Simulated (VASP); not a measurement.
```xyz
80
Lattice="9.1758 -4.8066 0.0004 9.1758 4.8066 0.0004 6.6576 0.0000 7.9357" Properties=species:S:1:pos:R:3 pbc="T T T"
Ga    10.6661     0.0009     3.3606
Al     4.4016     0.0000     1.3968
Al     1.8507     0.0000     0.5873
Al     8.1180     0.0430     2.5439
Al    13.9828     0.0000     7.3488
Al     7.7305     0.0000     5.3647
Al     5.1795     0.0000     4.5552
Al    11.4318     0.0000     6.5393
Al    15.2419     2.4033     3.3812
Al     8.9896     2.4033     1.3970
Al     6.4386     2.4033     0.5875
Al    12.6909     2.4033     2.5716
Al    18.5707     2.4033     7.3490
Al    12.3184     2.4033     5.3649
Al     9.8060     2.3644     4.5757
Al    16.0198     2.4033     6.5395
Al    15.2419    -2.4033     3.3812
Al     8.9896    -2.4033     1.3970
Al     6.4386    -2.4033     0.5875
Al    12.6909    -2.4033     2.5716
Al    18.5707    -2.4033     7.3490
Al    12.3184    -2.4033     5.3649
Al     9.7564    -2.3677     4.5160
Al    16.0198    -2.4033     6.5395
Al    19.8298     0.0000     3.3814
Al    13.5775     0.0000     1.3972
Al    11.0257    -0.0496     0.6178
Al    17.2789     0.0000     2.5718
Al    23.1586     0.0000     7.3492
Al    16.9063     0.0000     5.3651
Al    14.3554     0.0000     4.5556
Al    20.6077     0.0000     6.5397
O      4.7906    -0.9325     2.9760
O      5.1759     1.6679     1.7619
O      7.7141     0.9325     0.9923
O      6.8403     0.7354     3.7458
O      7.3288    -1.6679     2.2064
O      5.6644    -0.7354     0.2224
O      8.1194    -0.9325     6.9438
O      8.5047     1.6679     5.7297
O     11.0912     0.9497     4.9726
O     10.1691     0.7354     7.7137
O     10.6576    -1.6679     6.1742
O      9.0391    -0.6968     4.1948
O      9.3652     1.4282     2.9800
O      9.7638     4.0712     1.7621
O     12.3020     3.3358     0.9925
O     11.4282     3.1387     3.7460
O     11.9076     0.7832     2.1907
O     10.2523     1.6679     0.2227
O     12.7073     1.4708     6.9440
O     13.0926     4.0712     5.7299
O     15.6308     3.3358     4.9603
O     14.7570     3.1387     7.7139
O     15.2456     0.7354     6.1744
O     13.5811     1.6679     4.1905
O      9.3785    -3.3358     2.9762
O      9.7970    -0.7507     1.7370
O     12.3020    -1.4708     0.9925
O     11.4312    -1.6434     3.7130
O     11.9167    -4.0712     2.2066
O     10.2523    -3.1387     0.2227
O     12.7073    -3.3358     6.9440
O     13.0926    -0.7354     5.7299
O     15.6308    -1.4708     4.9603
O     14.7570    -1.6679     7.7139
O     15.2456    -4.0712     6.1744
O     13.5811    -3.1387     4.1905
O     13.9664    -0.9325     2.9764
O     14.3517     1.6679     1.7623
O     16.8899     0.9325     0.9927
O     16.0161     0.7354     3.7462
O     16.5047    -1.6679     2.2068
O     14.8402    -0.7354     0.2229
O     17.2952    -0.9325     6.9443
O     17.6805     1.6679     5.7302
O     20.2188     0.9325     4.9605
O     19.3449     0.7354     7.7141
O     19.8335    -1.6679     6.1746
O     18.1691    -0.7354     4.1907
```

Method: PBE GGA, VASP's PBE PAW potentials (set 64) (plane waves; VASP). Numerical set-up: PREC = Normal, LREAL = Auto, ISYM = 0, EDIFF = 1E-5, 400 eV cut-off, 1×1×1 Γ-centred mesh, Gaussian smearing of 0.050 eV, potentials Ga Al O.

The supercell is sampled at Γ alone, which is coarse: total energies, pressure and levels can be off, energies of defects by several tenths of an eV.

The ions are relaxed. Give the cell that the relaxation ends in.

```xyz
80
Lattice="9.1758 -4.8066 0.0004 9.1758 4.8066 0.0004 6.6576 0.0000 7.9357" Properties=species:S:1:pos:R:3 pbc="T T T"
Ga    10.7075     0.0014     3.3954
Al     4.4042     0.0015     1.3955
Al     1.8483     0.0002     0.5855
Al     8.1092     0.0013     2.5726
Al    13.9921     0.0039     7.3511
Al     7.7280     0.0015     5.3692
Al     5.1827    -0.0016     4.5535
Al    11.4381    -0.0042     6.5594
Al    15.2522     2.4026     3.3794
Al     8.9903     2.4083     1.3907
Al     6.4404     2.4049     0.5898
Al    12.7049     2.4241     2.5685
Al    18.5753     2.4061     7.3470
Al    12.3274     2.4102     5.3746
Al     9.7605     2.4181     4.5620
Al    16.0182     2.4035     6.5370
Al    15.2489    -2.4049     3.3851
Al     8.9893    -2.4081     1.3934
Al     6.4422    -2.4004     0.5851
Al    12.7055    -2.4160     2.5598
Al    18.5748    -2.4037     7.3507
Al    12.3281    -2.4127     5.3680
Al     9.7599    -2.4177     4.5580
Al    16.0192    -2.4031     6.5375
Al    19.8348    -0.0008     3.3804
Al    13.5906     0.0056     1.3892
Al    11.0270     0.0028     0.5669
Al    17.2775     0.0004     2.5695
Al    23.1631     0.0007     7.3495
Al    16.9068     0.0006     5.3632
Al    14.3533     0.0006     4.5536
Al    20.6061     0.0003     6.5366
O      4.7925    -0.9277     2.9730
O      5.1772     1.6663     1.7589
O      7.7126     0.9331     0.9936
O      6.8399     0.7350     3.7433
O      7.3288    -1.6649     2.2036
O      5.6648    -0.7348     0.2244
O      8.1200    -0.9281     6.9436
O      8.5050     1.6669     5.7284
O     11.0446     0.9716     5.0271
O     10.1721     0.7403     7.7175
O     10.6572    -1.6626     6.1704
O      8.9567    -0.7670     4.1979
O      9.3449     1.5056     2.9813
O      9.7651     4.0708     1.7576
O     12.3074     3.3379     0.9860
O     11.4299     3.1377     3.7420
O     11.9577     0.7741     2.1484
O     10.2511     1.6692     0.2203
O     12.7187     1.4773     6.9522
O     13.0969     4.0719     5.7277
O     15.6220     3.3300     4.9616
O     14.7609     3.1424     7.7108
O     15.2459     0.7360     6.1753
O     13.5770     1.6659     4.1906
O      9.3781    -3.3346     2.9731
O      9.7456    -0.7358     1.7133
O     12.2997    -1.4706     0.9939
O     11.4477    -1.7425     3.7508
O     11.9195    -4.0760     2.2074
O     10.2521    -3.1415     0.2240
O     12.7096    -3.3331     6.9446
O     13.0896    -0.7357     5.7228
O     15.6319    -1.4730     4.9584
O     14.7525    -1.6691     7.7017
O     15.2472    -4.0696     6.1782
O     13.5924    -3.1457     4.1946
O     13.9608    -0.9275     2.9745
O     14.3662     1.6713     1.7568
O     16.8930     0.9287     0.9912
O     16.0175     0.7372     3.7434
O     16.4958    -1.6593     2.2058
O     14.8428    -0.7364     0.2235
O     17.2951    -0.9316     6.9364
O     17.6780     1.6640     5.7289
O     20.2173     0.9176     4.9634
O     19.3492     0.7392     7.6955
O     19.8310    -1.6562     6.1838
O     18.1670    -0.7309     4.1921
```

How much energy does the relaxation gain?

The energy (σ→0) changes by -7.4 meV/atom, in 12 ionic steps.

The cell is a supercell with a defect, built from Al2O3 (corundum): Ga_Al. The run is not spin-polarised, so no state with unpaired spins was tried.
